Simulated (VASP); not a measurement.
# PbO2: which input changes matter

Which changes to a sound input spoil a run on PbO2, which are harmless, and which give a warning? All runs use r2SCAN. The start is a computed cell from the Materials Project.

Method: r2SCAN; plane waves and PAW (Pb_d, O), in VASP 6.6.1.

## Step 1: Starting point

Symmetry: Fm-3m, No. 225, cubic system. Conventional cell: a = 5.404 Å, b = 5.404 Å, c = 5.404 Å, α = 90.00°, β = 90.00°, γ = 90.00°. Nearest to Pb lie 8 O at 2.34 Å. Nearest to O lie 4 Pb at 2.34 Å. Farther neighbours and most contacts between anions are not listed.

As a file:

```cif
data_structure
_symmetry_space_group_name_H-M 'P 1'
_symmetry_Int_Tables_number 1
_cell_length_a 3.8212
_cell_length_b 3.8212
_cell_length_c 3.8212
_cell_angle_alpha 60.000
_cell_angle_beta 60.000
_cell_angle_gamma 60.000
_cell_volume 39.45
loop_
_atom_site_label
_atom_site_type_symbol
_atom_site_fract_x
_atom_site_fract_y
_atom_site_fract_z
_atom_site_occupancy
Pb1 Pb 0.00000 0.00000 0.00000 1
O2 O 0.25000 0.25000 0.25000 1
O3 O 0.75000 0.75000 0.75000 1
```

## Step 2: Reference run

A single point writes out the density, ELF and the potential. r2SCAN adds the kinetic-energy density, costs more than a GGA and is run with LASPH.

Input file INCAR:

```
SYSTEM = PbO2
PREC = Accurate
ENCUT = 520
EDIFF = 1E-06
NELM = 100
ISMEAR = -1
SIGMA = 0.05
LREAL = .FALSE.
ALGO = Normal
METAGGA = R2SCAN
LASPH = .TRUE.
NBANDS = 19
LORBIT = 11
LWAVE = .FALSE.
LCHARG = .TRUE.
ISIF = 2
LELF = .TRUE.
LVHAR = .TRUE.
```

Input file POSCAR:

```
PbO2
1.0
    0.0000000000      2.7019920000      2.7019920000
    2.7019920000      0.0000000000      2.7019920000
    2.7019920000      2.7019920000      0.0000000000
Pb O
1 2
Direct
    0.0000000000      0.0000000000      0.0000000000
    0.2500000000      0.2500000000      0.2500000000
    0.7500000000      0.7500000000      0.7500000000
```

Input file KPOINTS:

```
Automatic mesh
0
Gamma
9 9 9
0 0 0
```

The projector-augmented-wave data sets are Pb_d and O (PBE family, release 64).

Command:

```sh
$ mpirun -np 4 vasp_std
```

What it wrote:

```text
[banner, memory and clock lines left out]
running    4 mpi-ranks, on    1 nodes
 distrk:  each k-point on    4 cores,    1 groups
 distr:  one band on    1 cores,    4 groups

 POSCAR found type information on POSCAR PbO
 POSCAR found :  2 types and       3 ions
|                                                                             |
|               ----> ADVICE to this user running VASP <----                  |
|                                                                             |
|     You enforced a specific xc type in the INCAR file but a different       |
|     [... a line on the potential file left out ...]
|     I HOPE YOU KNOW WHAT YOU ARE DOING!                                     |
|                                                                             |

 LDA part: xc-table for (None), standard interpolation
|                                                                             |
|           W    W    AA    RRRRR   N    N  II  N    N   GGGG   !!!           |
|           W    W   A  A   R    R  NN   N  II  NN   N  G    G  !!!           |
|           W    W  A    A  R    R  N N  N  II  N N  N  G       !!!           |
|           W WW W  AAAAAA  RRRRR   N  N N  II  N  N N  G  GGG   !            |
|           WW  WW  A    A  R   R   N   NN  II  N   NN  G    G                |
|           W    W  A    A  R    R  N    N  II  N    N   GGGG   !!!           |
|                                                                             |
|     The number of bands has been changed from the values supplied in        |
|     The orbitals not found in the WAVECAR file will be initialized with     |
|     random numbers, which is usually adequate. For correlated               |
|     calculations, however, you should redo the groundstate calculation.     |
|     I found NBANDS = 19. Now, NBANDS = 20.                                  |
|                                                                             |

 POSCAR, INCAR and KPOINTS ok, starting setup
 FFT: planning ... GRIDC
 FFT: planning ... GRID_SOFT
 FFT: planning ... GRID
 WAVECAR not read
 entering main loop
       N       E                     dE             d eps       ncg     rms          rms(c)
DAV:   1     0.203387305494E+03    0.20339E+03   -0.13869E+04  1432   0.159E+03
DAV:   2    -0.573222735989E+02   -0.26071E+03   -0.24749E+03  1496   0.428E+02
DAV:   3    -0.806218216750E+02   -0.23300E+02   -0.22845E+02  1680   0.133E+02
DAV:   4    -0.812952197343E+02   -0.67340E+00   -0.67257E+00  1564   0.227E+01
DAV:   5    -0.813159338272E+02   -0.20714E-01   -0.20712E-01  1864   0.423E+00    0.853E+00
DAV:   6    -0.706000250347E+02    0.10716E+02   -0.76348E+00  1780   0.540E+01    0.258E+00
DAV:   7    -0.707273908697E+02   -0.12737E+00   -0.68725E-01  1536   0.745E+00    0.180E+00
DAV:   8    -0.707568542913E+02   -0.29463E-01   -0.93141E-02  1960   0.555E+00    0.405E-01
DAV:   9    -0.707536958956E+02    0.31584E-02   -0.25780E-02  1964   0.245E+00    0.105E-01
DAV:  10    -0.707539803954E+02   -0.28450E-03   -0.26961E-03  1596   0.643E-01    0.900E-02
DAV:  11    -0.707540541701E+02   -0.73775E-04   -0.65064E-04  1896   0.309E-01    0.293E-02
DAV:  12    -0.707540348669E+02    0.19303E-04   -0.91363E-05  1680   0.112E-01    0.424E-03
DAV:  13    -0.707540366549E+02   -0.17880E-05   -0.50259E-06  1640   0.237E-02    0.456E-03
DAV:  14    -0.707540359562E+02    0.69873E-06   -0.99017E-07   916   0.109E-02
   1 F= -.70754036E+02 E0= -.70751038E+02  d E =-.599599E-02
```

Wall time 24 s (4 MPI ranks of AMD EPYC 9R45, shared host); peak memory 0.43 GiB.

Lines that name or quote the potential files are left out of all logs, and their timing lines are given in words.

Parts of OUTCAR (step 2):

```text
ion  position               nearest neighbor table
   1  0.000  0.000  0.000-   3 2.34   3 2.34   3 2.34   2 2.34   2 2.34   2 2.34   3 2.34   2 2.34

  LATTYP: Found a face centered cubic cell.
 ALAT       =     5.4039840000

 Subroutine GETGRP returns: Found 48 space group operations
 (whereof 48 operations were pure point group operations)

The static configuration has the point symmetry O_h .

 Found     35 irreducible k-points:

   k-points           NKPTS =     35   k-points in BZ     NKDIM =     35   number of bands    NBANDS=     20

   dimension x,y,z NGX =    28 NGY =   28 NGZ =   28
   dimension x,y,z NGXF=    56 NGYF=   56 NGZF=   56

   ENCUT  =  520.0 eV  38.22 Ry    6.18 a.u.   7.10  7.10  7.10*2*pi/ulx,y,z

   NELECT =      26.0000    total number of electrons

 k-points in reciprocal lattice and weights: Automatic mesh
   0.00000000  0.00000000  0.00000000       0.001
   0.11111111  0.00000000  0.00000000       0.011
   0.22222222  0.00000000  0.00000000       0.011
   0.33333333  0.00000000  0.00000000       0.011
   0.44444444  0.00000000  0.00000000       0.011
   0.11111111  0.11111111  0.00000000       0.008
   0.22222222  0.11111111  0.00000000       0.033
   0.33333333  0.11111111  0.00000000       0.033
   0.44444444  0.11111111  0.00000000       0.033
[...]
-0.33333333  0.44444444  0.11111111       0.033
  -0.33333333  0.44444444  0.22222222       0.033

 average (electrostatic) potential at core
       1 -96.5880       2 -72.2118       3 -72.2118

 E-fermi :   5.2778

 k-point     1 :       0.0000    0.0000    0.0000
  band No.  band energies     occupation
    ...
     10       3.2525      2.00000
     11       3.2525      2.00000
     12       4.0506      2.00000
     13       4.0506      2.00000
     14       4.0506      2.00000
     15      12.9036      0.00000
     16      12.9036      0.00000
     17      12.9036      0.00000
     18      17.2386      0.00000
     19      21.7741      0.00000
    ...

 k-point     2 :       0.1111    0.0000    0.0000
  band No.  band energies     occupation
    ...
     10       3.1528      2.00000
     11       3.1528      2.00000
     12       4.0280      2.00000
     13       4.0280      2.00000
     14       5.1705      1.79066
     15      12.5789      0.00000
     16      13.1659      0.00000
     17      13.1659      0.00000
     18      18.2609      0.00000
     19      21.6591      0.00000
    ...

 k-point     3 :       0.2222    0.0000    0.0000
  band No.  band energies     occupation
    ...
      9       2.6924      2.00000
     10       2.9154      2.00000
     11       2.9154      2.00000
     12       3.9647      2.00000
     13       3.9647      2.00000
     14       6.5225      0.00000
     15      12.3294      0.00000
     16      13.8675      0.00000
     17      13.8675      0.00000
     18      20.1360      0.00000
    ...

  Total       -1.4143487     -1.4143487     -1.4143487      0.0000000      0.0000000      0.0000000
  in kB      -57.4360941    -57.4360941    -57.4360941      0.0000000      0.0000000      0.0000000
  external PRESSURE =     -57.4360941 kB  Pullay stress =       0.0000000 kB

  energy-cutoff  :      520.00
  volume of cell :       39.45
      direct lattice vectors                 reciprocal lattice vectors
     0.000000000  2.701992000  2.701992000    -0.185048660  0.185048660  0.185048660
     2.701992000  0.000000000  2.701992000     0.185048660 -0.185048660  0.185048660
     2.701992000  2.701992000  0.000000000     0.185048660  0.185048660 -0.185048660

 POSITION                                       TOTAL-FORCE (eV/Angst)
 -----------------------------------------------------------------------------------
      0.00000      0.00000      0.00000        -0.000000      0.000000      0.000000
      1.35100      1.35100      1.35100        -0.000000     -0.000000     -0.000000
      4.05299      4.05299      4.05299         0.000000      0.000000      0.000000
 -----------------------------------------------------------------------------------
    total drift:                                0.000000      0.000000      0.000000

  FREE ENERGIE OF THE ION-ELECTRON SYSTEM (eV)
  ---------------------------------------------------
  free  energy   TOTEN  =       -70.7540359562 eV

  energy  without entropy=      -70.7480399641  energy(sigma->0) =      -70.75103796

 total charge
# of ion       s       p       d       tot
------------------------------------------
    1        1.020   0.647   9.977  11.644
    2        1.595   3.370   0.000   4.965
    3        1.595   3.370   0.000   4.965
--------------------------------------------------
tot          4.210   7.387   9.977  21.574

[... 3 further parts left out ...]
```

The PAW data sets were made with PBE, which is usual practice but a small mismatch for other functionals. At this level the cell is under a tension of 5.7 GPa, so at these settings it is away from equilibrium.

This step gave:

- SCF cycles: 14
- electrons: 26
- bands: 20
- irreducible k-points: 35
- symmetry operations: 48
- free energy (TOTEN): -70.7540 eV
- energy at zero smearing: -70.7510 eV
- Fermi energy: 5.278 eV
- pressure: -5.744 GPa
- metallic, judged on the points sampled: yes

Electrostatic potential energy in the ac plane of a cell with a along [110], b along [-110] and c along [001] of the cube at fractional y = 0.000, with atoms of Pb and O within 0.2 Å of it. With pseudopotentials it is smooth inside the atoms' cores, unlike the true potential.

Values in eV, 8 rows by 16 columns, each cell a mean:
```
-70 -43  -6   2   2  -1 -27 -65 -70 -43  -6   2   2  -1 -27 -65
-13  -3  -2 -35 -42 -10  -1 -10 -13  -3  -2 -35 -42 -10  -1 -10
  4   5   2 -24 -31  -4   5   4   4   5   2 -24 -31  -4   5   4
  5   5   5   4   4   5   5   5   5   5   5   4   4   5   5   5
  5   5   5   3   2   5   5   5   5   5   5   3   2   5   5   5
  3   4   0 -35 -42  -9   4   3   3   4   0 -35 -42  -9   4   3
-26 -10  -1 -24 -31  -6  -5 -22 -26 -10  -1 -24 -31  -6  -5 -22
-76 -52  -8   3   4  -1 -34 -73 -76 -52  -8   3   4  -1 -34 -73
```
Columns run along a (7.6 Å; values clipped at the 3rd and 97th percentile), rows up along c (5.4 Å), edges of the conventional cell, whose origin can differ from the input's. Atoms in or near the plane, at fractional coordinates: Pb at (0.00, 0.00), Pb at (0.50, 0.00), O at (0.25, 0.25), O at (0.75, 0.25), O at (0.25, 0.75), O at (0.75, 0.75).

Valence density in the ac plane of a cell with a along [110], b along [-110] and c along [001] of the cube at fractional y = 0.000, with atoms of Pb and O within 0.2 Å of it. It is the smooth field of the valence electrons, not physical close to the nuclei.

Ten even steps from '0' (0.0 e/Å³) to '9' (7.7 e/Å³), each cell a mean:
```
851000001587300000037
320011100232100110012
000146410000002662000
000159510000003883000
000024200000001331000
000000000000000000000
000000000000000000000
000000000000000000000
000011100000000110000
000146410000002662000
000159510000003883000
100024200011001331001
531000001354200000024
951000002698300000038
```
Columns run along a (7.6 Å), rows up along c (5.4 Å), edges of the conventional cell, whose origin can differ from the input's. Atoms in or near the plane, at fractional coordinates: Pb at (0.00, 0.00), Pb at (0.50, 0.00), O at (0.25, 0.25), O at (0.75, 0.25), O at (0.25, 0.75), O at (0.75, 0.75).

ELF in the ac plane of a cell with a along [110], b along [-110] and c along [001] of the cube at fractional y = 0.000, with atoms of Pb and O within 0.2 Å of it. It is the smooth field of the valence electrons, not physical close to the nuclei.

Ten even steps from '0' (0.01) to '9' (0.80), each cell a mean:
```
024223324211332332331
343589853433437997343
323898983333259989523
114986994111279779721
003899983000169999510
001467641000025775200
000011100000001110000
000133310000012332100
002689862000147997410
014898984000269989610
214996994122279779622
433799973444349999434
134367634312435774342
214211124121331111331
```
Columns run along a (7.6 Å), rows up along c (5.4 Å), edges of the conventional cell, whose origin can differ from the input's. Atoms in or near the plane, at fractional coordinates: Pb at (0.00, 0.00), Pb at (0.50, 0.00), O at (0.25, 0.25), O at (0.75, 0.25), O at (0.25, 0.75), O at (0.75, 0.75).

The pressure is -5.74 GPa and the largest force 0.000 eV/Å, so the cell is not at a minimum at these settings.

## Step 3: Self-consistent run (r2SCAN) with a changed input

A single point gives energy, forces and stress at these settings. Some settings are moved from the usual, to see what they do.

INCAR, as its differences from that of step 2:

```diff
@@ -14,5 +14,5 @@
 LWAVE = .FALSE.
-LCHARG = .TRUE.
+LCHARG = .FALSE.
+KPAR = 4
 ISIF = 2
-LELF = .TRUE.
-LVHAR = .TRUE.
+KSPACING = 0.5
```

POSCAR is that of step 2.

Command:

```sh
$ mpirun -np 4 vasp_std
```

What it wrote:

```text
[banner, memory and clock lines left out]
running    4 mpi-ranks, on    1 nodes
 distrk:  each k-point on    1 cores,    4 groups
 distr:  one band on    1 cores,    1 groups

 POSCAR found type information on POSCAR PbO
 POSCAR found :  2 types and       3 ions
 [... a notice as in an earlier step ...]

 LDA part: xc-table for (None), standard interpolation
 INCAR ok, starting setup
 POSCAR ok, starting setup
 FFT: planning ... GRIDC
 FFT: planning ... GRID_SOFT
 FFT: planning ... GRID
 WAVECAR not read
 entering main loop
       N       E                     dE             d eps       ncg     rms          rms(c)
DAV:   1     0.212445670628E+03    0.21245E+03   -0.14051E+04   380   0.167E+03
DAV:   2    -0.579940313886E+02   -0.27044E+03   -0.26028E+03   424   0.437E+02
DAV:   3    -0.806069156006E+02   -0.22613E+02   -0.22283E+02   447   0.139E+02
DAV:   4    -0.812967567204E+02   -0.68984E+00   -0.68867E+00   430   0.235E+01
DAV:   5    -0.813170038332E+02   -0.20247E-01   -0.20246E-01   481   0.430E+00    0.849E+00
DAV:   6    -0.706051197907E+02    0.10712E+02   -0.78781E+00   499   0.565E+01    0.261E+00
DAV:   7    -0.707306004025E+02   -0.12548E+00   -0.69568E-01   398   0.763E+00    0.181E+00
DAV:   8    -0.707609691931E+02   -0.30369E-01   -0.92891E-02   510   0.580E+00    0.397E-01
DAV:   9    -0.707581178489E+02    0.28513E-02   -0.25786E-02   524   0.254E+00    0.104E-01
DAV:  10    -0.707584000291E+02   -0.28218E-03   -0.27321E-03   430   0.686E-01    0.893E-02
DAV:  11    -0.707584658469E+02   -0.65818E-04   -0.67028E-04   529   0.329E-01    0.295E-02
DAV:  12    -0.707584457236E+02    0.20123E-04   -0.98040E-05   424   0.118E-01    0.447E-03
DAV:  13    -0.707584473890E+02   -0.16655E-05   -0.46054E-06   433   0.264E-02    0.425E-03
DAV:  14    -0.707584467336E+02    0.65540E-06   -0.89552E-07   229   0.100E-02
   1 F= -.70758447E+02 E0= -.70756549E+02  d E =-.379608E-02
```

Run time: 11 s. Hardware: 4 MPI ranks; peak memory 0.56 GiB.

From OUTCAR (step 3):

```text
The static configuration has the point symmetry O_h .

 Found     10 irreducible k-points:

   k-points           NKPTS =     10   k-points in BZ     NKDIM =     10   number of bands    NBANDS=     19

   NELECT =      26.0000    total number of electrons

 E-fermi :   5.2968

 k-point     1 :       0.0000    0.0000    0.0000
  band No.  band energies     occupation
    ...
     10       3.2602      2.00000
     11       3.2602      2.00000
     12       4.0595      2.00000
     13       4.0595      2.00000
     14       4.0595      2.00000
     15      12.9023      0.00000
     16      12.9023      0.00000
     17      12.9023      0.00000
     18      17.2384      0.00000
     19      21.7740      0.00000

 k-point     2 :       0.2000    0.0000    0.0000
  band No.  band energies     occupation
    ...
      9       2.7838      2.00000
     10       2.9756      2.00000
     11       2.9756      2.00000
     12       3.9884      2.00000
     13       3.9884      2.00000
     14       6.2798      0.00000
     15      12.3412      0.00000
     16      13.7008      0.00000
     17      13.7008      0.00000
     18      19.7916      0.00000
    ...

  Total       -1.5068110     -1.5068110     -1.5068110     -0.0000000     -0.0000000      0.0000000
  in kB      -61.1909508    -61.1909508    -61.1909508     -0.0000000     -0.0000000      0.0000000
  external PRESSURE =     -61.1909508 kB  Pullay stress =       0.0000000 kB

 POSITION                                       TOTAL-FORCE (eV/Angst)
 -----------------------------------------------------------------------------------
      0.00000      0.00000      0.00000        -0.000000     -0.000000      0.000000
      1.35100      1.35100      1.35100         0.000000      0.000000      0.000000
      4.05299      4.05299      4.05299        -0.000000     -0.000000     -0.000000
 -----------------------------------------------------------------------------------
    total drift:                                0.000000      0.000000      0.000000

  FREE ENERGIE OF THE ION-ELECTRON SYSTEM (eV)
  ---------------------------------------------------
  free  energy   TOTEN  =       -70.7584467336 eV

  energy  without entropy=      -70.7546506521  energy(sigma->0) =      -70.75654869

 total charge
# of ion       s       p       d       tot
------------------------------------------
    1        1.016   0.648   9.978  11.641
    2        1.594   3.372   0.000   4.966
    3        1.594   3.372   0.000   4.966
--------------------------------------------------
tot          4.203   7.391   9.978  21.572

[... 6 parts as in an earlier step ...]

[... 6 further parts left out ...]
```

The run converged, and its energy and pressure stay near those of the sound run.

Against the sound run on this cell (reference run) the energy at zero smearing moves by -1.8 meV an atom and the pressure by -0.38 GPa.

Settings moved from the usual: KSPACING = 0.5.

The mesh holds 10 irreducible points against 35.

## Step 4: Self-consistent run (r2SCAN) with a changed input, try 2

This step: r2SCAN, DFT+U; plane waves and PAW (Pb_d, O) (VASP 6.6.1).

This run is made with a changed input; what comes of it follows.

INCAR, as its differences from that of step 3:

```diff
@@ -4,3 +4,3 @@
 EDIFF = 1E-06
-NELM = 100
+NELM = 96
 ISMEAR = -1
@@ -17,2 +17,5 @@
 ISIF = 2
-KSPACING = 0.5
+LDAU = .TRUE.
+LDAUTYPE = 2
+LDAUL = 2 2 2 2 2
+LDAUU = 4
```

POSCAR is that of step 3.

KPOINTS is that of step 2.

Command:

```sh
$ mpirun -np 4 vasp_std
```

What it wrote:

```text
[banner, memory and clock lines left out]
running    4 mpi-ranks, on    1 nodes
[...]
|                                                                             |
|               ----> ADVICE to this user running VASP <----                  |
|                                                                             |
|     You enforced a specific xc type in the INCAR file but a different       |
|     [... a line on the potential file left out ...]
|     I HOPE YOU KNOW WHAT YOU ARE DOING!                                     |
|                                                                             |

|                                                                             |
|     EEEEEEE  RRRRRR   RRRRRR   OOOOOOO  RRRRRR      ###     ###     ###     |
|     E        R     R  R     R  O     O  R     R     ###     ###     ###     |
|     E        R     R  R     R  O     O  R     R     ###     ###     ###     |
|     EEEEE    RRRRRR   RRRRRR   O     O  RRRRRR       #       #       #      |
|     E        R   R    R   R    O     O  R   R                               |
|     E        R    R   R    R   O     O  R    R      ###     ###     ###     |
|     EEEEEEE  R     R  R     R  OOOOOOO  R     R     ###     ###     ###     |
|                                                                             |
|     Error reading item LDAUU from file INCAR.                               |
|     Error code was IERR= 5 ... .                                            |
|                                                                             |
|       ---->  I REFUSE TO CONTINUE WITH THIS SICK JOB ... BYE!!! <----       |
|                                                                             |

1
1
1
1
```

Run time: 4.6 s. Hardware: 4 MPI ranks.

The input was rejected at the start.

VASP's message: “Error reading item LDAUU from file INCAR. Error code was IERR= 5 ... .”. No number of this run is used.

The fault in the input: wrong count of Hubbard values (LDAU = true, LDAUTYPE = 2, LDAUL = "2 2 2 2 2" and LDAUU = "4"). LDAUL, LDAUU and LDAUJ need one entry a species.

(Part 1 of 3 ends here.)

[Lines on the potential files, build, host, timing and source positions are cut from VASP's logs without a mark.]

[Logs are printed without paths, hosts, clocks, repeated set-up lines and the standing remarks that a program may print on its own settings, such as how far it seeks lower states.]

[Hosts, paths, dates, database ids (printed as entryN), source tags and the programs' standing remarks are cut or masked in the printed files.]

[A measured line is paired with the nearest computed mode of its activity, which favours agreement.]

[In band tables of VASP the shares of atoms and orbitals are scaled to a sum of 1 inside the atoms' spheres.]
